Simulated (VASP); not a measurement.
These are MS2 meta-GGA, VASP's PBE PAW potentials (set 64) (plane waves; VASP 6.6.1) values and carry that method's errors.

The input files of a VASP run:

**INCAR**
```
! general
SYSTEM =Os
PREC   =Accurate
ENCUT  =520   ! plane-wave cut-off (eV)
LREAL  =.FALSE.
LASPH  =.TRUE.   ! aspherical one-centre terms

! electronic loop
EDIFF  =1E-6
NELM   =100   ! most electronic steps
ALGO   =Normal   ! blocked Davidson
LMAXMIX=6   ! l cut-off of mixed one-centre charges
LMIXTAU=.TRUE.

! smearing
ISMEAR =1   ! Methfessel-Paxton
SIGMA  =0.1

! functional
METAGGA=MS2

! ions
IBRION =2   ! conjugate gradients
NSW    =60
ISIF   =3
EDIFFG =-0.01

! output
LWAVE  =.FALSE.
LCHARG =.FALSE.
```

### POSCAR
```
Os
1
    1.3650000000    -2.3642490000     0.0000000000
    1.3650000000     2.3642490000     0.0000000000
    0.0000000000     0.0000000000     4.3200000000
Os
2
Direct
  0.3333330000   0.6666670000   0.2500000000
  0.6666670000   0.3333330000   0.7500000000
```

**KPOINTS**
```
Automatic
0
G
  14 14 8
0 0 0
```

POTCAR, in this order: Os (PBE.64 set). Program: vasp_std.

The resulting files:

**OSZICAR**
```
       N       E                     dE             d eps       ncg     rms          rms(c)
DAV:   1     0.153112715970E+03    0.15311E+03   -0.79994E+03  2880   0.134E+03
DAV:   2     0.263447090350E+02   -0.12677E+03   -0.11460E+03  3044   0.410E+02
DAV:   3     0.189720541387E+02   -0.73727E+01   -0.68210E+01  3512   0.825E+01
DAV:   4     0.187946961700E+02   -0.17736E+00   -0.17555E+00  3036   0.133E+01
DAV:   5     0.187927954678E+02   -0.19007E-02   -0.18994E-02  3376   0.115E+00    0.198E+01
DAV:   6     0.117095497079E+02   -0.70832E+01   -0.15142E+00  2884   0.169E+01    0.130E+01
DAV:   7     0.121479555870E+02    0.43841E+00   -0.22425E+00  3048   0.122E+01    0.342E+00
DAV:   8     0.150958382483E+02    0.29479E+01   -0.11159E+00  2880   0.133E+01    0.136E+00
DAV:   9     0.121971099608E+02   -0.28987E+01   -0.98231E-01  2880   0.126E+01    0.651E-01
DAV:  10     0.121513452649E+02   -0.45765E-01   -0.33457E-02  2988   0.286E+00    0.103E+00
DAV:  11     0.121572233845E+02    0.58781E-02   -0.29015E-03  3392   0.593E-01    0.243E-01
DAV:  12     0.121604777353E+02    0.32544E-02   -0.10475E-03  3168   0.321E-01    0.139E-01
DAV:  13     0.121602699655E+02   -0.20777E-03   -0.69919E-05  2956   0.985E-02    0.100E-01
DAV:  14     0.121607581047E+02    0.48814E-03   -0.40232E-04  3248   0.199E-01    0.743E-02
DAV:  15     0.121607967496E+02    0.38645E-04   -0.22447E-05  2964   0.470E-02    0.372E-02
DAV:  16     0.121607944876E+02   -0.22620E-05   -0.16340E-06  1604   0.175E-02    0.378E-02
DAV:  17     0.121607971700E+02    0.26824E-05   -0.35427E-07  1464   0.708E-03    0.265E-02
DAV:  18     0.121607977473E+02    0.57732E-06   -0.94660E-08  1460   0.458E-03
   1 F= 0.12160798E+02 E0= 0.12161048E+02  d E =0.121608E+02
       N       E                     dE             d eps       ncg     rms          rms(c)
DAV:   1     0.120830038032E+02   -0.77793E-01   -0.47600E+00  2880   0.192E+01    0.598E+00
DAV:   2     0.122108974001E+02    0.12789E+00   -0.12943E-01  3004   0.403E+00    0.268E+00
DAV:   3     0.122405813257E+02    0.29684E-01   -0.11020E-01  3416   0.335E+00    0.484E-01
DAV:   4     0.122412859529E+02    0.70463E-03   -0.40646E-03  2936   0.579E-01    0.766E-02
DAV:   5     0.122407669696E+02   -0.51898E-03   -0.14810E-03  3148   0.405E-01    0.106E-01
DAV:   6     0.122414691401E+02    0.70217E-03   -0.22493E-04  2924   0.167E-01    0.172E-02
DAV:   7     0.122414713280E+02    0.21879E-05   -0.26401E-05  3236   0.490E-02    0.921E-03
DAV:   8     0.122414747948E+02    0.34668E-05   -0.47827E-06  2808   0.236E-02    0.228E-03
DAV:   9     0.122414757276E+02    0.93275E-06   -0.41032E-07  1456   0.852E-03
   2 F= 0.12241476E+02 E0= 0.12241845E+02  d E =0.806780E-01
       N       E                     dE             d eps       ncg     rms          rms(c)
DAV:   1     0.120468939012E+02   -0.19458E+00   -0.31665E+00  2880   0.153E+01    0.475E+00
DAV:   2     0.121364903651E+02    0.89596E-01   -0.91094E-02  2988   0.316E+00    0.217E+00
DAV:   3     0.121561523766E+02    0.19662E-01   -0.81888E-02  3472   0.282E+00    0.335E-01
DAV:   4     0.121554088508E+02   -0.74353E-03   -0.68925E-03  2956   0.747E-01    0.258E-01
DAV:   5     0.121562691513E+02    0.86030E-03   -0.20907E-03  3052   0.476E-01    0.736E-02
DAV:   6     0.121568623631E+02    0.59321E-03   -0.21261E-04  2932   0.165E-01    0.137E-02
DAV:   7     0.121568333126E+02   -0.29050E-04   -0.21000E-05  3112   0.523E-02    0.803E-03
DAV:   8     0.121568581852E+02    0.24873E-04   -0.36677E-06  2864   0.222E-02    0.379E-03
DAV:   9     0.121568561116E+02   -0.20736E-05   -0.34411E-07  1452   0.570E-03    0.119E-03
DAV:  10     0.121568603215E+02    0.42098E-05   -0.31859E-07  1440   0.667E-03    0.980E-04
DAV:  11     0.121568599653E+02   -0.35616E-06   -0.17722E-08  1440   0.181E-03
   3 F= 0.12156860E+02 E0= 0.12157108E+02  d E =-.393778E-02
       N       E                     dE             d eps       ncg     rms          rms(c)
DAV:   1     0.121568553125E+02   -0.50090E-05   -0.73982E-05  2880   0.743E-02    0.226E-02
DAV:   2     0.121568571595E+02    0.18470E-05   -0.19145E-06  1712   0.157E-02    0.793E-03
DAV:   3     0.121568573834E+02    0.22389E-06   -0.20183E-06  1656   0.111E-02
   4 F= 0.12156857E+02 E0= 0.12157105E+02  d E =-.394036E-02
       N       E                     dE             d eps       ncg     rms          rms(c)
DAV:   1     0.121564228421E+02   -0.43432E-03   -0.36725E-02  2936   0.169E+00    0.122E-01
DAV:   2     0.121567553546E+02    0.33251E-03   -0.42005E-04  3460   0.272E-01    0.608E-02
DAV:   3     0.121568946017E+02    0.13925E-03   -0.32095E-04  3324   0.158E-01    0.159E-02
DAV:   4     0.121569008097E+02    0.62080E-05   -0.28967E-05  3028   0.740E-02    0.664E-03
DAV:   5     0.121568952699E+02   -0.55398E-05   -0.98779E-06  3040   0.355E-02    0.538E-03
DAV:   6     0.121569099960E+02    0.14726E-04   -0.20970E-06  1888   0.202E-02    0.158E-03
DAV:   7     0.121569098185E+02   -0.17754E-06   -0.32759E-07  1440   0.826E-03
   5 F= 0.12156910E+02 E0= 0.12157186E+02  d E =0.524351E-04
       N       E                     dE             d eps       ncg     rms          rms(c)
DAV:   1     0.121566253870E+02   -0.28461E-03   -0.11679E-02  2944   0.954E-01    0.694E-02
DAV:   2     0.121567338292E+02    0.10844E-03   -0.13449E-04  3452   0.154E-01    0.344E-02
DAV:   3     0.121567765244E+02    0.42695E-04   -0.99933E-05  3316   0.881E-02    0.859E-03
DAV:   4     0.121567785146E+02    0.19902E-05   -0.86765E-06  2924   0.401E-02    0.363E-03
DAV:   5     0.121567752986E+02   -0.32160E-05   -0.31957E-06  2540   0.198E-02    0.296E-03
DAV:   6     0.121567805856E+02    0.52869E-05   -0.76809E-07  1444   0.130E-02    0.113E-03
DAV:   7     0.121567804628E+02   -0.12280E-06   -0.10368E-07  1440   0.519E-03
   6 F= 0.12156780E+02 E0= 0.12157037E+02  d E =-.769206E-04
```

OUTCAR:
```
------------------------ aborting loop because EDIFF is reached ----------------------------------------
  FORCE on cell =-STRESS in cart. coord.  units (eV):
  Direction    XX          YY          ZZ          XY          YZ          ZX
  --------------------------------------------------------------------------------------
  Total       -0.0001536     -0.0001536     -0.0019795      0.0000000      0.0000000     -0.0000000
  in kB       -0.0089079     -0.0089079     -0.1148241      0.0000000      0.0000000     -0.0000000
  external PRESSURE =      -0.0442133 kB  Pullay stress =       0.0000000 kB
  volume of cell :       27.62
      direct lattice vectors                 reciprocal lattice vectors
     1.362133822 -2.359284637  0.000000000     0.367071129 -0.211928647  0.000000000
     1.362133822  2.359284637 -0.000000000     0.367071129  0.211928647  0.000000000
    -0.000000000 -0.000000000  4.297276866    -0.000000000  0.000000000  0.232705509
 POSITION                                       TOTAL-FORCE (eV/Angst)
 -----------------------------------------------------------------------------------
      1.36213      0.78643      1.07432         0.000000      0.000000      0.000000
      1.36213     -0.78643      3.22296        -0.000000     -0.000000      0.000000
 -----------------------------------------------------------------------------------
    total drift:                               -0.000000      0.000019     -0.000020
  FREE ENERGIE OF THE ION-ELECTRON SYSTEM (eV)
  ---------------------------------------------------
  free  energy   TOTEN  =        12.1567804628 eV

  energy  without entropy=       12.1575497278  energy(sigma->0) =       12.15703688

 reached required accuracy - stopping structural energy minimisation
```
(Selected blocks of OUTCAR.)

CONTCAR:
```
Os
   1.00000000000000
     1.3621338223833490   -2.3592846369672724    0.0000000000000000
     1.3621338223833490    2.3592846369672724   -0.0000000000000000
    -0.0000000000000000   -0.0000000000000000    4.2972768663936742
  Os
     2
Direct
     0.3333330000000032    0.6666669999999968    0.2500000000000000
     0.6666669999999968    0.3333330000000032    0.7500000000000000
```

### OUTCAR
```
 val. band max:        9.5186321480   @ k =   0.1429  -0.0000   0.3750

 cond. band min:       9.5347376360   @ k =   0.1429   0.0714   0.3750


 Fermi energy:         9.5316318704

 k-point     1 :       0.0000    0.0000    0.0000
  band No.  band energies     occupation
      1      -1.7654      2.00000
      2       1.4619      2.00000
      3       6.3441      2.00000
      4       6.3442      2.00000
      5       6.6389      2.00000
      6       7.2261      2.00000
      7       7.2262      2.00000
      8       7.8842      2.00000
      9       7.8843      2.00000
     10       9.4200      2.06673
     11      11.2396     -0.00000
     12      11.2396     -0.00000

 k-point     2 :       0.0714    0.0000    0.0000
  band No.  band energies     occupation
      1      -1.5544      2.00000
      2       1.6494      2.00000
      3       5.9321      2.00000
      4       6.5314      2.00000
      5       6.9827      2.00000
      6       7.1091      2.00000
      7       7.4010      2.00000
      8       7.6018      2.00000
      9       7.7318      2.00000
     10       8.6071      2.00000
     11      11.3472     -0.00000
     12      12.3893      0.00000

 k-point     3 :       0.1429   -0.0000    0.0000
  band No.  band energies     occupation
      1      -0.9507      2.00000
      2       2.1450      2.00000
      3       5.3627      2.00000
      4       6.5437      2.00000
      5       6.7467      2.00000
      6       7.0812      2.00000
      7       7.3551      2.00000
      8       7.5553      2.00000
      9       7.9116      2.00000
     10       7.9986      2.00000
     11      11.5959      0.00000
     12      14.2396      0.00000

 k-point     4 :       0.2143    0.0000    0.0000
  band No.  band energies     occupation
      1      -0.0537      2.00000
      2       2.6709      2.00000
      3       4.9755      2.00000
      4       5.3073      2.00000
      5       6.4319      2.00000
      6       6.8969      2.00000
...
```

Unless said otherwise, spin-orbit coupling is left out, though it shifts the bands of the heavy elements here.

The compound is Os in the hcp structure. This run relaxes it. Symmetry was kept, so distortions that lower it aren't found.
